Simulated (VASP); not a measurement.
VASP input:

**INCAR**
```
ISMEAR  =  1
SYSTEM  =  Ag
PREC  =  Accurate
LWAVE  =  .FALSE.
ENCUT  =  400
EDIFF  =  1E-6   # SCF stop (eV)
ALGO  =  Normal
LCHARG  =  .FALSE.
NELM  =  100
LASPH  =  .TRUE.   # aspherical one-centre terms
NBANDS  =  18
LMAXMIX  =  4   # l cut-off of mixed one-centre charges
GGA  =  PE   # PBE
ISIF  =  2   # forces and stress, cell fixed
LREAL  =  .FALSE.
SIGMA  =  0.1
```

File KPOINTS:
```
Automatic mesh
0
Gamma
14 14 14
0 0 0
```

### POSCAR
```
Ag
2.8920670
  0.0000000000   0.7071067164   0.7071067164
  0.7071067164   0.0000000000   0.7071067164
  0.7071067164   0.7071067164   0.0000000000
Ag
1
Direct
  0.0000000000   0.0000000000   0.0000000000
```

POTCAR, in this order: Ag (PBE.64 set). Program: vasp_std.

**Question.** Write an equivalent input for Quantum ESPRESSO's pw.x.

**Answer.** One equivalent input (not run):
```
&CONTROL
  calculation = 'scf'
  pseudo_dir = './pseudo'
  outdir = './out'
  tprnfor = .true.
  tstress = .true.
/
&SYSTEM
  ibrav = 0
  nat = 1
  ntyp = 1
  ecutwfc = 82
  occupations = 'smearing'
  smearing = 'methfessel-paxton'
  degauss = 0.00735
  input_dft = 'pbe'
/
&ELECTRONS
  conv_thr = 7.3e-08
  electron_maxstep = 100
/
ATOMIC_SPECIES
  Ag 107.868 Ag.upf
CELL_PARAMETERS angstrom
     0.0000000    2.0450000    2.0450000
     2.0450000    0.0000000    2.0450000
     2.0450000    2.0450000    0.0000000
ATOMIC_POSITIONS crystal
  Ag   0.0000000  0.0000000  0.0000000
K_POINTS automatic
  14 14 14 0 0 0
```
The two are equivalent in intent, not identical: the potentials are each code's own (VASP's PAW set, PseudoDojo norm-conserving files in pw.x), so ENCUT and ecutwfc are chosen apart and not converted; conv_thr bounds pw.x's estimated SCF error, while EDIFF bounds the energy change between steps; the number of bands isn't carried over, since the valence differs with the files.

The compound is Ag in the fcc structure. The cell was not relaxed at this level. The run is one of a series of settings (NBANDS = 18 against the base run), some of them coarse on purpose.
